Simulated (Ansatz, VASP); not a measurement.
## Two plane-wave programs on RbLi3Rh

```
CELL_PARAMETERS angstrom
4.59958 0.00000 0.00000
0.00000 4.59958 0.00000
0.00000 0.00000 4.59958
ATOMIC_POSITIONS crystal
Rb 0.00000 0.00000 0.00000
Li 0.50000 0.00000 0.00000
Li 0.00000 0.50000 0.00000
Li 0.00000 0.00000 0.50000
Rh 0.50000 0.50000 0.50000
```

Alike in both runs: task relaxation of cell and atoms; functional PBE; k mesh 4 × 4 × 4; occupations gaussian, width 0.1 eV; no spin polarisation.

|  | VASP | Ansatz |
| --- | --- | --- |
| version | VASP 6.6.1 | Ansatz 0.2.0 |
| potentials or method | VASP PAW PBE potentials, release 64 (Rb_sv, Li_sv, Rh_pv) | scalar-relativistic, plane waves, PAW |
| plane-wave cutoff (eV) | 600 | 420 |
| valence electrons in the cell | 33 | 35 |

|  | VASP | Ansatz | Ansatz less VASP |
| --- | --- | --- | --- |
| gap on the k mesh at the Fermi level, each at its own relaxed structure (eV) | none | none | - |
| relaxed volume (Å³/atom) | 21.18 | 20.88 | -0.308 |
| relaxed cell length with the largest relative difference (Å) | 4.731 | 4.708 | -0.0230 |
| energy change over the relaxation (meV/atom) | -6 | -7 | -0.7 |

A gap of «none» marks a metal or a gap that the smearing closes. The two sets of potentials don't hold the same shells in valence.

Caveats: the cutoff is under 1.25 times the usual one of these potentials, so pressure, stress and relaxed cells hold a basis-set (Pulay) error (VASP).
